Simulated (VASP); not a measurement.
A VASP calculation is set up with these files.

**INCAR**
```
SYSTEM = MoSi2
PREC = Accurate
ENCUT = 400
EDIFF = 1E-6
NELM = 100
ALGO = Normal
LREAL = .FALSE.
LASPH = .TRUE.
ISMEAR = 1
SIGMA = 0.1
GGA = PE
LMAXMIX = 4
LWAVE = .FALSE.
LCHARG = .FALSE.
ISIF = 2
```

File KPOINTS:
```
Automatic mesh
0
Gamma
10 10 10
0 0 0
```

**POSCAR**
```
MoSi2
1
   -1.6371000000     1.6371000000     4.0035000000
    1.6371000000    -1.6371000000     4.0035000000
    1.6371000000     1.6371000000    -4.0035000000
Si Mo
2 1
Direct
  0.6650000000   0.6650000000   0.0000000000
  0.3350000000   0.3350000000   0.0000000000
  0.0000000000   0.0000000000   0.0000000000
```

POTCAR, in this order: Si Mo_sv (PBE.64 set). Program: vasp_gam.

The run wrote:

standard output:
```
 POSCAR found type information on POSCAR SiMo
 POSCAR found :  2 types and       3 ions
 Reading from existing POTCAR
 Reading from existing POTCAR
 LDA part: xc-table for (Slater+PW92), standard interpolation

 -----------------------------------------------------------------------------
|                                                                             |
|     EEEEEEE  RRRRRR   RRRRRR   OOOOOOO  RRRRRR      ###     ###     ###     |
|     E        R     R  R     R  O     O  R     R     ###     ###     ###     |
|     E        R     R  R     R  O     O  R     R     ###     ###     ###     |
|     EEEEE    RRRRRR   RRRRRR   O     O  RRRRRR       #       #       #      |
|     E        R   R    R   R    O     O  R   R                               |
|     E        R    R   R    R   O     O  R    R      ###     ###     ###     |
|     EEEEEEE  R     R  R     R  OOOOOOO  R     R     ###     ###     ###     |
|                                                                             |
|     You are using the Gamma-point-only version with more than one           |
|     k-point or some other non-Gamma k-point.                                |
|                                                                             |
|       ---->  I REFUSE TO CONTINUE WITH THIS SICK JOB ... BYE!!! <----       |
|                                                                             |
 -----------------------------------------------------------------------------
```

Read input and log: which fault does this run have?
A. NBANDS is too small to hold all electrons
B. EDIFF is too loose for the force threshold
C. the Γ-only program was given a k-mesh
D. selective dynamics freezes every atom

C, the Γ-only program was given a k-mesh. VASP stops with an error: You are using the Gamma-point-only version with more than one k-point or some other non-Gamma k-point. ----> I REFUSE TO CONTINUE WITH THIS SICK JOB ... BYE!!! <----

To mend it, run vasp_std.

The mended run (PBE GGA, plane waves, VASP's PBE PAW potentials (set 64)) converges, and its OSZICAR ends with
```
   1 F= -.23191858E+02 E0= -.23191851E+02  d E =-.203572E-04
```

The compound is MoSi2 in the MoSi2 type structure. The cell was not relaxed at this level.
